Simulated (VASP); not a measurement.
# Zn4TeO3 (Amm2) in VASP: reference runs

How does Zn4TeO3 come out in PBE? The cell is run as given and disturbed.

Everything below comes from runs of VASP 6.6.1. Logs are shortened: lines on timing, memory, paths and dates and some standing lists are left out, and cuts for length are marked.

**1. Starting point**

It takes space group Amm2 (No. 38, orthorhombic). Conventional cell: a = 3.371 Å, b = 7.289 Å, c = 10.359 Å, α = 90.00°, β = 90.00°, γ = 90.00°. Around Te (site symmetry mm2) lie 4 Zn at 2.55 to 2.58 Å. Zn (site symmetry mm2) has 2 O at 1.97 Å as nearest neighbours. Zn (site symmetry m) is surrounded by 3 O at 2.06 to 2.09 Å. Around Zn (site symmetry mm2) lie 4 O at 2.10 to 2.25 Å. O (site symmetry mm2) is surrounded by 4 Zn at 2.09 to 2.10 Å. O (site symmetry m) has 4 Zn at 1.97 to 2.25 Å as nearest neighbours.

The cell comes from a database or a generator and needn't be the stable form of this composition.

**2. Single point, PBE**

File INCAR:

```
PREC = Accurate
ENCUT = 520
EDIFF = 1E-7
ISMEAR = -1
SIGMA = 0.05
LREAL = F
LASPH = T
NELM = 80
ALGO = Normal
ISIF = 2
LWAVE = F
LCHARG = F
GGA = PE
NBANDS = 46
```

File KPOINTS:

```
Automatic mesh
0
Gamma
  8 5 5
```

File POSCAR:

```
Zn4TeO3
1.0
    3.3709845011      0.0000000000      0.0000000000
    0.0000000000      3.6442501593      5.1796490000
    0.0000000000     -3.6442501593      5.1796490000
Te Zn O
1 4 3
Direct
    0.5000000000      0.3643190000      0.3643190000
    0.0000000000      0.5526410000      0.5526410000
    0.5000000000      0.5285100000      0.9378850000
    0.5000000000      0.9378850000      0.5285100000
    0.0000000000      0.9949810000      0.9949810000
    0.5000000000      0.8743720000      0.8743720000
    0.0000000000      0.8747320000      0.3725610000
    0.0000000000      0.3725610000      0.8747320000
```

Potentials or basis: VASP PAW PBE potentials, release 64 (Te, Zn, O).

The run is started by

```console
$ cat potpaw_PBE.64/Te/POTCAR potpaw_PBE.64/Zn/POTCAR potpaw_PBE.64/O/POTCAR > POTCAR
$ mpirun -np 1 vasp_std > vasp.out
```

OUTCAR:

```text
PREC = Accurate
   ENCUT = 520
   EDIFF = 1E-7
   ISMEAR = -1
   LREAL = F
   LASPH = T
   NELM = 80
   ISIF = 2
   GGA = PE

 ion  position               nearest neighbor table
   1  0.500  0.364  0.364-   3 2.55   4 2.55   2 2.58   2 2.58
   2  0.000  0.553  0.553-   7 1.97   8 1.97   1 2.58   1 2.58   4 2.93   3 2.93   3 2.93   4 2.93

   3  0.500  0.529  0.938-   8 2.06   8 2.06   6 2.09   1 2.55   2 2.93   2 2.93   4 2.98
   4  0.500  0.938  0.529-   7 2.06   7 2.06   6 2.09   1 2.55   2 2.93   2 2.93   3 2.98
   5  0.000  0.995  0.995-   6 2.10   6 2.10   8 2.25   7 2.25
   6  0.500  0.874  0.874-   3 2.09   4 2.09   5 2.10   5 2.10
   7  0.000  0.875  0.373-   2 1.97   4 2.06   4 2.06   5 2.25
   8  0.000  0.373  0.875-   2 1.97   3 2.06   3 2.06   5 2.25

  LATTYP: Found a base centered orthorhombic cell.
 ALAT       =     7.2885003186
 B/A-ratio  =     1.4213209230
 C/A-ratio  =     0.4625072860

  Lattice vectors:

 A1 = (   0.0000000000,   3.6442501593,  -5.1796490000)
 A2 = (   0.0000000000,   3.6442501593,   5.1796490000)
 A3 = (   3.3709845011,   0.0000000000,   0.0000000000)

Analysis of symmetry for initial positions (statically):
=====================================================================
 Subroutine PRICEL returns:
 Original cell was already a primitive cell.

 Routine SETGRP: Setting up the symmetry group for a
 base centered orthorhombic supercell.

 Subroutine GETGRP returns: Found  4 space group operations
 (whereof  4 operations were pure point group operations)
 out of a pool of  8 trial point group operations.

The static configuration has the point symmetry C_2v.

Analysis of symmetry for dynamics (positions and initial velocities):
=====================================================================
 Subroutine PRICEL returns:
 Original cell was already a primitive cell.

 Routine SETGRP: Setting up the symmetry group for a
 base centered orthorhombic supercell.

 Subroutine GETGRP returns: Found  4 space group operations
 (whereof  4 operations were pure point group operations)
 out of a pool of  8 trial point group operations.

The dynamic configuration has the point symmetry C_2v.

 Subroutine INISYM returns: Found  4 space group operations
 (whereof  4 operations are pure point group operations),
 and found     1 'primitive' translations

----------------------------------------------------------------------------------------

                                     Primitive cell

  volume of cell :     127.2610

  direct lattice vectors                    reciprocal lattice vectors
     3.370984501  0.000000000  0.000000000     0.296649243  0.000000000  0.000000000
     0.000000000  3.644250159  5.179649000     0.000000000  0.137202436  0.096531638
     0.000000000 -3.644250159  5.179649000     0.000000000 -0.137202436  0.096531638

  length of vectors
     3.370984501  6.333192164  6.333192164     0.296649243  0.167758355  0.167758355

  position of ions in fractional coordinates (direct lattice)
     0.500000000  0.364319000  0.364319000
     0.000000000  0.552641000  0.552641000
     0.500000000  0.528510000  0.937885000
     0.500000000  0.937885000  0.528510000
     0.000000000  0.994981000  0.994981000
     0.500000000  0.874372000  0.874372000
     0.000000000  0.874732000  0.372561000
     0.000000000  0.372561000  0.874732000

  ion indices of the primitive-cell ions
   primitive index   ion index
                 1           1
                 2           2
                 3           3
                 4           4
                 5           5
                 6           6
                 7           7
                 8           8

----------------------------------------------------------------------------------------

 KPOINTS: Automatic mesh

Automatic generation of k-mesh.
 Grid dimensions read from file:
 generate k-points for:    8    5    5

 Generating k-lattice:

  Cartesian coordinates                     Fractional coordinates (reciprocal lattice)
     0.037081155  0.000000000  0.000000000     0.125000000  0.000000000  0.000000000
     0.000000000  0.027440487  0.019306328     0.000000000  0.200000000  0.000000000
     0.000000000 -0.027440487  0.019306328     0.000000000  0.000000000  0.200000000

  Length of vectors
     0.037081155  0.033551671  0.033551671

  Shift w.r.t. Gamma in fractional coordinates (k-lattice)
     0.000000000  0.000000000  0.000000000

 Subroutine IBZKPT returns following result:
 ===========================================

 Found     45 irreducible k-points:

 Following reciprocal coordinates:
            Coordinates               Weight
  0.000000  0.000000  0.000000      1.000000
  0.125000  0.000000  0.000000      2.000000
  0.250000  0.000000  0.000000      2.000000
  0.375000  0.000000  0.000000      2.000000
  0.500000  0.000000  0.000000      1.000000
  0.000000  0.200000  0.000000      4.000000
[... 16 lines left out ...]
  0.250000  0.400000  0.200000      8.000000
  0.375000  0.400000  0.200000      8.000000
 [... further k-points ...]
   k-points           NKPTS =     45   k-points in BZ     NKDIM =     45   number of bands    NBANDS=     46
   number of dos      NEDOS =    301   number of ions     NIONS =      8
   total plane-waves  NPLWV =  64512
   dimension x,y,z NGX =    28 NGY =   48 NGZ =   48
   dimension x,y,z NGXF=    56 NGYF=   96 NGZF=   96
   ions per type =               1   4   3
   NGX,Y,Z   is equivalent  to a cutoff of  13.81, 12.60, 12.60 a.u.
   NGXF,Y,Z  is equivalent  to a cutoff of  27.62, 25.20, 25.20 a.u.
 SYSTEM =  unknown system
   PREC   = accura    normal or accurate (medium, high low for compatibility)
   ISTART =      0    job   : 0-new  1-cont  2-samecut
   ICHARG =      2    charge: 1-file 2-atom 10-const
   ISPIN  =      1    spin polarized calculation?
   LNONCOLLINEAR =      F non collinear calculations
   LSORBIT =      F    spin-orbit coupling
   LASPH  =      T    aspherical Exc in radial PAW
   ENCUT  =  520.0 eV  38.22 Ry    6.18 a.u.   6.27 11.78 11.78*2*pi/ulx,y,z
   NELM   =     80;   NELMIN=  2; NELMDL= -5     # of ELM steps
   EDIFF  = 0.1E-06   stopping-criterion for ELM
   LREAL  =      F    real-space projection
   EDIFFG = 0.1E-05   stopping-criterion for IOM
   NSW    =      0    number of steps for IOM
   IBRION =     -1    ionic relax: 0-MD 1-quasi-New 2-CG
   NFREE  =      0    steps in history (QN), initial steepest desc. (CG)
   ISIF   =      2    stress and relaxation
   ISYM   =      2    0-nonsym 1-usesym 2-fastsym
   POTIM  = 0.5000    time-step for ionic-motion
   TEBEG  =    0.0;   TEEND  =   0.0 temperature during run
   PSTRESS=    0.0 pullay stress
   NELECT =      72.0000    total number of electrons
   NUPDOWN=      -1.0000    fix difference up-down
   EMIN   =  10.00;   EMAX   =-10.00  energy-range for DOS
   EFERMI =   0.00;   METHOD = LEGACY
   ISMEAR =    -1;   SIGMA  =   0.05  broadening in eV -4-tet -1-fermi 0-gaus
   EFERMI_NEDOS =   21; number of points for ismear=-14 and -15
   IALGO  =     38    algorithm
   IMIX   =      4    mixing-type and parameters
     AMIX     =   0.40;   BMIX     =  1.00
     AMIX_MAG =   1.60;   BMIX_MAG =  1.00
  volume/ion in A,a.u.               =      15.91       107.35
  Fermi-wavevector in a.u.,A,eV,Ry     =   1.354006  2.558700 24.943998  1.833332
  Thomas-Fermi vector in A             =   2.481214
   LORBIT       =      0    0 simple, 1 ext, 2 COOP (PROOUT), +10 PAW based schemes
   GGA     = PE    functional components
   LHFCALC =     F    Hartree Fock is set to
   AEXX    =    0.0000 exact exchange contribution
   IVDW    =     0    specifies the selected vdW correction
   LEPSILON=     F    determine dielectric tensor
   LRPA    =     F    only Hartree local field effects (RPA)
 non-spin polarized calculation
  energy-cutoff  :      520.00
  volume of cell :      127.26
 maximum number of plane-waves:      3460
 NGX is ok and might be reduce to    28
   NGX = 13   NGY = 23   NGZ = 23

 number of electron      71.9999968 magnetization

 Free energy of the ion-electron system (eV)
  ---------------------------------------------------
  ext. energy  EPLUGINS =         0.00000000
  ---------------------------------------------------
  free energy    TOTEN  =       -29.68654593 eV

  energy without entropy =      -29.67529812  energy(sigma->0) =      -29.68092203

 E-fermi :   3.4660     XC(G=0): -10.1899

 val. band max:        3.4619348701   @ k =   0.0000   0.4000   0.2000
 cond. band min:       3.4893177995   @ k =   0.0000   0.4000  -0.0000
 fundamental gap:      0.0273829293
 Fermi energy:         3.4659711619

 k-point     1 :       0.0000    0.0000    0.0000
  band No.  band energies     occupation
      1     -15.5409      2.00000
      2     -15.2462      2.00000
      3     -15.1649      2.00000
      4      -8.9598      2.00000
      5      -4.3582      2.00000
      6      -4.2397      2.00000
[... 38 lines left out ...]
     45      11.4363      0.00000
     46      11.4968      0.00000

 k-point     2 :       0.1250    0.0000    0.0000
  band No.  band energies     occupation
      1     -15.5017      2.00000
      2     -15.2218      2.00000
      3     -15.1520      2.00000
      4      -8.8214      2.00000
      5      -4.3171      2.00000
      6      -4.2211      2.00000
[... 38 lines left out ...]
     45      11.3704      0.00000
     46      11.5564      0.00000

 k-point     3 :       0.2500    0.0000    0.0000
  band No.  band energies     occupation
      1     -15.4008      2.00000
      2     -15.1623      2.00000
      3     -15.1251      2.00000
      4      -8.4421      2.00000
      5      -4.3231      2.00000
      6      -4.2055      2.00000
[... 38 lines left out ...]
     45      10.5050      0.00000
     46      11.0704      0.00000

 k-point     4 :       0.3750    0.0000    0.0000
  band No.  band energies     occupation
      1     -15.2831      2.00000
      2     -15.1123      2.00000
      3     -15.1017      2.00000
      4      -7.9672      2.00000
      5      -4.3620      2.00000
      6      -4.2107      2.00000
[... 920 lines left out ...]
     45      10.4485      0.00000
     46      10.9976      0.00000

 k-point    23 :       0.2500    0.4000    0.2000
  band No.  band energies     occupation
      1     -15.3454      2.00000
      2     -15.1966      2.00000
      3     -15.1455      2.00000
      4      -8.4623      2.00000
      5      -4.2893      2.00000
      6      -4.2680      2.00000
[... 38 lines left out ...]
     45      10.3845      0.00000
     46      10.6787      0.00000

 k-point    24 :       0.3750    0.4000    0.2000
  band No.  band energies     occupation
      1     -15.2514      2.00000
      2     -15.1387      2.00000
      3     -15.1051      2.00000
      4      -7.9571      2.00000
      5      -4.3235      2.00000
      6      -4.2724      2.00000
[... 38 lines left out ...]
     45      10.3496      0.00000
     46      10.9289      0.00000

 [... further k-points ...]

------------------------ aborting loop because EDIFF is reached ----------------------------------------

  FORCE on cell =-STRESS in cart. coord.  units (eV):
  Direction    XX          YY          ZZ          XY          YZ          ZX
  --------------------------------------------------------------------------------------
  -------------------------------------------------------------------------------------
  Total        1.4453306     -0.5193627     -0.6662284      0.0000000      0.0000000      0.0000000
  in kB       18.1962765     -6.5386193     -8.3876150      0.0000000      0.0000000      0.0000000
  external PRESSURE =       1.0900141 kB  Pullay stress =       0.0000000 kB

 VOLUME and BASIS-vectors are now :
 -----------------------------------------------------------------------------
  energy-cutoff  :      520.00
  volume of cell :      127.26
      direct lattice vectors                 reciprocal lattice vectors
     3.370984501  0.000000000  0.000000000     0.296649243  0.000000000  0.000000000
     0.000000000  3.644250159  5.179649000     0.000000000  0.137202436  0.096531638
     0.000000000 -3.644250159  5.179649000     0.000000000 -0.137202436  0.096531638

 POSITION                                       TOTAL-FORCE (eV/Angst)
 -----------------------------------------------------------------------------------
      1.68549      0.00000      3.77409         0.000000      0.000000      0.111028
      0.00000      0.00000      5.72497         0.000000      0.000000     -0.269660
      1.68549     -1.49186      7.59541         0.000000     -0.173206      0.021922
      1.68549      1.49186      7.59541         0.000000      0.173206      0.021922
      0.00000      0.00000     10.30730         0.000000      0.000000      0.028817
      1.68549      0.00000      9.05788         0.000000      0.000000     -0.060642
      0.00000      1.83004      6.46054         0.000000     -0.039800      0.073306
      0.00000     -1.83004      6.46054         0.000000      0.039800      0.073306
 -----------------------------------------------------------------------------------
    total drift:                                0.000000      0.000002     -0.000137

  FREE ENERGIE OF THE ION-ELECTRON SYSTEM (eV)
  ---------------------------------------------------
  free  energy   TOTEN  =       -29.6865459302 eV

  energy  without entropy=      -29.6752981225  energy(sigma->0) =      -29.68092203
```

Wall time 8.4 min (1 thread of Intel Xeon Platinum 8175M at 2.50GHz (Skylake/Cascade Lake), shared host); peak memory 0.38 GiB.

Results:

```
Free energy            : -29.6865 eV
Pressure               : 0.1 GPa
Largest force          : 0.270 eV/Å
Band gap on the k mesh : none (metal or under the smearing width)
```

Forces in eV/Å, atoms in the order of the input:
```
Te   0.000  0.000  0.111
Zn   0.000  0.000 -0.270
Zn   0.000 -0.173  0.022
Zn   0.000  0.173  0.022
Zn   0.000  0.000  0.029
O    0.000  0.000 -0.061
O    0.000 -0.040  0.073
O    0.000  0.040  0.073
```

Levels at points of the mesh, in eV from the Fermi level:
| k point | band 33 | band 34 | band 35 | band 36 | band 37 | band 38 | band 39 | band 40 |
| --- | --- | --- | --- | --- | --- | --- | --- | --- |
| (0.00, 0.00, 0.00) | -2.47 | -1.85 | -1.60 | -1.34 | 1.22 | 1.57 | 1.78 | 3.54 |
| (0.50, 0.00, 0.00) | -3.62 | -3.34 | -3.06 | -1.54 | 2.11 | 2.50 | 3.60 | 3.84 |

Spin-orbit coupling is left out, which matters for the levels of Te.

**3. Single point, PBE (atoms moved at random, drawn with an rms of 0.05 Å)**

File INCAR:

```
ALGO     = Normal         # electronic algorithm
EDIFF    = 1E-7           # SCF threshold, eV
ENCUT    = 520            # plane-wave cutoff, eV
GGA      = PE             # functional
ISIF     = 2              # what is computed and relaxed
ISMEAR   = -1             # smearing method
LASPH    = T              # aspherical terms in the spheres
LCHARG   = F              # write CHGCAR
LREAL    = F              # projectors in reciprocal space
LWAVE    = F              # write WAVECAR
NBANDS   = 46             # bands
NELM     = 100            # most SCF steps
PREC     = Accurate       # precision mode
SIGMA    = 0.05           # smearing width, eV
```

File KPOINTS:

```
k-points
0
Gamma
  8 5 5
```

File POSCAR:

```
Zn4TeO3
1.0
    3.3709845011      0.0000000000      0.0000000000
    0.0000000000      3.6442501593      5.1796490000
    0.0000000000     -3.6442501593      5.1796490000
Te Zn O
1 4 3
Direct
    0.4941470000      0.3531010000      0.3687860000
   -0.0010220000      0.5448140000      0.5583500000
    0.5051620000      0.5264930000      0.9399900000
    0.4959070000      0.9391050000      0.5337190000
   -0.0012170000      0.9921460000      0.9855350000
    0.4908950000      0.8728730000      0.8783970000
   -0.0018990000      0.8707500000      0.3766580000
    0.0142440000      0.3874980000      0.8712110000
```

Potentials or basis: VASP PAW PBE potentials, release 64 (Te, Zn, O).

The run is started by

```console
$ cat potpaw_PBE.64/Te/POTCAR potpaw_PBE.64/Zn/POTCAR potpaw_PBE.64/O/POTCAR > POTCAR
$ mpirun -np 1 vasp_std > vasp.out
```

Wall time 17 min (1 thread of Intel Xeon Platinum 8175M at 2.50GHz (Skylake/Cascade Lake), shared host); peak memory 0.58 GiB.

It converged, with:

| Property | Result |
| --- | --- |
| Free energy | -29.5957 eV |
| Pressure | 1.5 GPa |
| Largest force | 1.131 eV/Å |
| Band gap on the k mesh | none (metal or under the smearing width) |

Forces in eV/Å, atoms in the order of the input:
```
Te   0.098  0.565  0.486
Zn  -0.073  0.989 -0.544
Zn   0.176 -0.232  0.325
Zn   0.028 -0.071 -0.597
Zn  -0.096 -0.285  0.323
O    0.197  0.034 -0.075
O   -0.043 -0.312  0.053
O   -0.288 -0.688  0.028
```

Stress tensor (GPa, compression positive):
```
2.40 0.02 0.05
0.02 1.80 0.03
0.05 0.03 0.33
```

Levels at points of the mesh, in eV from the Fermi level:
```tsv
k point	band 32	band 33	band 34	band 35	band 36	band 37	band 38	band 39	band 40	band 41
(0.00, 0.00, 0.00)	-2.78	-2.57	-1.84	-1.69	-1.35	1.21	1.56	1.73	3.33	4.91
(0.50, 0.00, 0.00)	-4.09	-3.70	-3.25	-3.04	-1.66	2.20	2.46	3.54	3.69	4.36
```

Spin-orbit coupling is left out, which matters for the levels of Te.
